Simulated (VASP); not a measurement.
Here is the system:

```
AlAs
1.0
    4.00961     0.00000     0.00000
   -2.00480     3.47242     0.00000
    0.00000     0.00000     6.58500
Al As
2 2
Direct
  0.33333   0.66667   0.00065
  0.66667   0.33333   0.50065
  0.33333   0.66667   0.37535
  0.66667   0.33333   0.87535
```

These are PBEsol GGA, VASP's PBE PAW potentials (set 64) (plane waves; VASP) values and carry that method's errors. Numerical set-up: 400 eV cut-off, Gaussian smearing of 0.050 eV, potentials Al As.

Give the energies of bands 3 to 11 at the high-symmetry points, in eV from the valence-band maximum.

```csv
band,Γ,M,K,A,L,H
3,-5.67,-5.50,-4.84,-3.51,-5.55,-5.37
4,-0.97,-4.69,-4.84,-3.51,-5.55,-5.37
5,-0.97,-3.56,-4.09,-0.54,-1.75,-3.46
6,-0.12,-2.25,-2.65,-0.54,-1.75,-3.46
7,0.00,-2.08,-2.65,-0.54,-1.69,-1.31
8,0.00,-0.91,-2.48,-0.54,-1.69,-1.31
9,1.70,1.65,2.08,2.47,1.85,2.64
10,1.92,2.96,5.80,2.47,1.85,2.64
11,3.94,3.72,5.80,4.51,3.05,4.50
```

The gap is indirect, 1.62 eV, from the valence maximum at Γ to the conduction minimum at L-M at 0.22.

The structure comes from a computed database's AlAs entry (P6_3mc); how it stands against other phases isn't given here. It was relaxed first.
